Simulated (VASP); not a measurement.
Data:

```xyz
4
Lattice="2.2528 -3.8735 0.0000 2.2528 3.8735 0.0000 0.0000 0.0000 4.6170" Properties=species:S:1:pos:R:3 pbc="T T T"
Ga     2.2528     2.6673     4.2393
Ga     2.2528     1.2062     1.9308
Ga     2.2528    -1.2062     2.6862
Ga     2.2528    -2.6673     0.3777
```

Computed with PBE GGA, VASP's PBE PAW potentials (set 64) (plane waves; VASP 6.6.1). Run with 480 eV cut-off, 8×8×6 Γ-centred mesh, first-order Methfessel-Paxton smearing of 0.10 eV, potentials Ga_d.

**Question.** Estimate the energy per atom (σ→0), band gap (on the k-mesh) with the smallest direct gap where there is one.

**Answer.** 
- band gap (on the k-mesh): none (metal, semimetal or under 0.01 eV)
- energy per atom (σ→0): -2.903 eV/atom

Total energies compare only between runs with the same potentials, cut-off and functional.

The compound is Ga in the alpha structure. It was relaxed first.
